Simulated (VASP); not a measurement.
Input for VASP

INCAR:
```
SYSTEM = HfN
PREC = Accurate; ENCUT = 530; LREAL = .FALSE.
LASPH = .TRUE.
EDIFF = 1E-6; NELM = 100; ALGO = Normal
LMAXMIX = 6
ISMEAR = 1; SIGMA = 0.1
GGA = PS
IBRION = 2; NSW = 60; ISIF = 3
EDIFFG = -0.01
LWAVE = .FALSE.; LCHARG = .FALSE.
```

**KPOINTS**
```
Automatic mesh
0
Gamma
13 13 13
0 0 0
```

### POSCAR
```
HfN
1.0
  0.0000000000   2.2600000000   2.2600000000
  2.2600000000   0.0000000000   2.2600000000
  2.2600000000   2.2600000000   0.0000000000
Hf N
1 1
Cartesian
  0.0000000000   0.0000000000   0.0000000000
  2.2600000000   2.2600000000   2.2600000000
```

POTCAR, in this order: Hf_pv N (PBE.64 set). Program: vasp_std.

### Question
Translate this PBEsol calculation to Quantum ESPRESSO's pw.x.

### Answer
One equivalent input (not run):
```
&CONTROL
  calculation = 'vc-relax'
  pseudo_dir = './pseudo'
  outdir = './out'
  tprnfor = .true.
  tstress = .true.
  nstep = 60
  forc_conv_thr = 0.00039
/
&SYSTEM
  ibrav = 0
  nat = 2
  ntyp = 2
  ecutwfc = 84
  occupations = 'smearing'
  smearing = 'methfessel-paxton'
  degauss = 0.00735
  input_dft = 'pbesol'
/
&ELECTRONS
  conv_thr = 7.3e-08
  electron_maxstep = 100
/
&IONS
/
&CELL
/
ATOMIC_SPECIES
  Hf 178.490 Hf.upf
  N 14.007 N.upf
CELL_PARAMETERS angstrom
     0.0000000    2.2600000    2.2600000
     2.2600000    0.0000000    2.2600000
     2.2600000    2.2600000    0.0000000
ATOMIC_POSITIONS crystal
  Hf   0.0000000  0.0000000  0.0000000
  N    0.5000000  0.5000000  0.5000000
K_POINTS automatic
  13 13 13 0 0 0
```
The two are equivalent in intent, not identical: the potentials are each code's own (VASP's PAW set, PseudoDojo norm-conserving files in pw.x), so ENCUT and ecutwfc are chosen apart and not converted; conv_thr bounds pw.x's estimated SCF error, while EDIFF bounds the energy change between steps; forc_conv_thr acts on force components and is met together with etot_conv_thr.

The compound is HfN in the rock salt structure. This run relaxes it. Symmetry was kept, so distortions that lower it aren't found.
